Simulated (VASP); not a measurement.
Calculation: PBE GGA, VASP's PBE PAW potentials (set 64) (plane waves; VASP). Each cell was relaxed at this level, without spin-orbit coupling.

Problem. Which of these comes out without a gap?
A. SiC, P6_3mc (186)
B. NaCl, Fm-3m (225)
C. PbSe, Fm-3m (225)
D. Mo3Si, Pm-3n (223)

Solution. D, Mo3Si, Pm-3n (223). The others have gaps of 0.43 eV (PbSe, Fm-3m (225)), 2.22 eV (SiC, P6_3mc (186)), 5.03 eV (NaCl, Fm-3m (225)).
